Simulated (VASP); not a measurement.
A VASP calculation is set up with these files.

### KPOINTS
```
Regular mesh
0
Gamma
 12 12 12
0 0 0
```

POSCAR:
```
RuAl
3.0128120
  1.0000001628   0.0000000000   0.0000000000
  0.0000000000   1.0000001628   0.0000000000
  0.0000000000   0.0000000000   1.0000001628
Al Ru
1 1
direct
  0.5000000000   0.5000000000   0.5000000000
  0.0000000000   0.0000000000   0.0000000000
```

**INCAR**
```
SYSTEM = RuAl
PREC = Accurate; ENCUT = 520; LREAL = F
LASPH = T
EDIFF = 1E-7; NELM = 100; ALGO = Normal
LMAXMIX = 4; LMIXTAU = T
ISMEAR = 1; SIGMA = 0.1
METAGGA = R2SCAN
ISIF = 2
LWAVE = F; LCHARG = F
```

POTCAR, in this order: Al Ru_pv (PBE.64 set). Program: vasp_std.

**Question.** Translate this r2SCAN calculation to Ansatz.

**Answer.** One equivalent input (not run):
Ansatz 0.2 input:
```yaml
crystal:
  lattice:
    - [3.0128125, 0.0000000, 0.0000000]
    - [0.0000000, 3.0128125, 0.0000000]
    - [0.0000000, 0.0000000, 3.0128125]
  atoms:
    - { symbol: Al, position: [0.5000000, 0.5000000, 0.5000000] }
    - { symbol: Ru, position: [0.0000000, 0.0000000, 0.0000000] }
kpoints:
  mp_grid: { grid: [12, 12, 12] }
hamiltonian:
  xc: r2scan
  pseudopotentials: { kind: paw }
scf:
  occupations: { method: methfessel_paxton, width: 0.1 }
  max_iter: 100
output: { forces: true, stress: true, eigenvalues: true }
```
The two are equivalent in intent, not identical: each code has its own PAW files, so the cut-off isn't converted (ENCUT is set for VASP's; basis.ecutwfc is left out, and Ansatz then takes the one that its files recommend); Ansatz stops its SCF on the density residual and VASP on the energy change (EDIFF).

The compound is RuAl in the CsCl type structure. This cell is one point of a volume scan, at 1.03 of the reference volume.
